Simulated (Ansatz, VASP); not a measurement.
# Ca3TaO6: VASP beside Ansatz

The input INCAR:

```
SYSTEM = Ca3TaO6
ALGO = Normal
EDIFF = 1E-7
ENCUT = 520
GGA = PE
ISIF = 2
ISMEAR = -1
LASPH = .True.
LCHARG = .True.
LELF = .True.
LREAL = .False.
LVHAR = .True.
LWAVE = .False.
NBANDS = 50
NELM = 80
PREC = Accurate
SIGMA = 0.1
```

File KPOINTS:

```
k-points
0
Gamma
  4 4 4
  0 0 0
```

POSCAR

```
Ca3TaO6
1.0
    0.0000000000      3.9285950000      3.9285950000
    3.9285950000      0.0000000000      3.9285950000
    3.9285950000      3.9285950000      0.0000000000
Ca Ta O
3 1 6
Direct
    0.5000000000      0.5000000000      0.5000000000
    0.2500000000      0.2500000000      0.2500000000
    0.7500000000      0.7500000000      0.7500000000
    0.0000000000      0.0000000000      0.0000000000
    0.7500000000      0.2500000000      0.2500000000
    0.2500000000      0.7500000000      0.2500000000
    0.2500000000      0.7500000000      0.7500000000
    0.7500000000      0.2500000000      0.7500000000
    0.2500000000      0.2500000000      0.7500000000
    0.7500000000      0.7500000000      0.2500000000
```

Input for Ansatz:

```yaml
crystal:
  lattice:
    - [0.0, 3.928595, 3.928595]
    - [3.928595, 0.0, 3.928595]
    - [3.928595, 3.928595, 0.0]
  atoms:
    - { symbol: Ca, position: [0.5, 0.5, 0.5] }
    - { symbol: Ta, position: [0.0, 0.0, 0.0] }
    - { symbol: O, position: [0.75, 0.25, 0.25] }
    - { symbol: O, position: [0.25, 0.75, 0.25] }
    - { symbol: O, position: [0.25, 0.75, 0.75] }
    - { symbol: O, position: [0.75, 0.25, 0.75] }
    - { symbol: O, position: [0.25, 0.25, 0.75] }
    - { symbol: O, position: [0.75, 0.75, 0.25] }
    - { symbol: Ca, position: [0.25, 0.25, 0.25] }
    - { symbol: Ca, position: [0.75, 0.75, 0.75] }
  symmetry: { tolerance: 0.0003 }
kpoints:
  mp_grid: { grid: [4, 4, 4], shift: [0, 0, 0] }
magnetization:
  spin_polarized: false
scf:
  occupations: { method: fermi_dirac }
hamiltonian:
  pseudopotentials: { kind: paw }
  xc: pbe
basis:
  ecutwfc: 420
output:
  forces: true
  stress: true
  eigenvalues: true
  write_density: true
  write_potential: true
  elf: true
  volumetric_format: npy
```

The cell was built by a generator and needn't be a form met in nature.

Alike in both runs: task single point; functional PBE; k mesh 4 × 4 × 4; no spin polarisation.

|  | VASP | Ansatz |
| --- | --- | --- |
| version | VASP 6.6.1 | Ansatz 0.2.0 |
| potentials or method | VASP PAW PBE potentials, release 64 (Ca_sv, Ta_pv, O) | PAW plane waves |
| plane-wave cutoff (eV) | 520 | 420 |
| occupations | fermi-dirac, width 0.1 eV | fermi-dirac |
| valence electrons in the cell | 77 | 79 |

|  | VASP | Ansatz | Ansatz less VASP |
| --- | --- | --- | --- |
| gap on the k mesh at the Fermi level (eV) | none | none | - |
| pressure (GPa) | 25.5 | 24.3 | -1.14 |
| rms of the force components (eV/Å) | 1.681 | 1.665 | -0.0156 |

A gap of «none» marks a metal or a gap that the smearing closes. The two sets of potentials don't hold the same shells in valence.

Caveats: so large a pressure means that the cell lies far from this level's equilibrium, or that cutoff or potentials fall short (VASP); an odd number of electrons without spin polarisation forces a metal; a magnetic or distorted state may lie lower. The runs have no spin-orbit coupling, so splittings on Ta are missing.
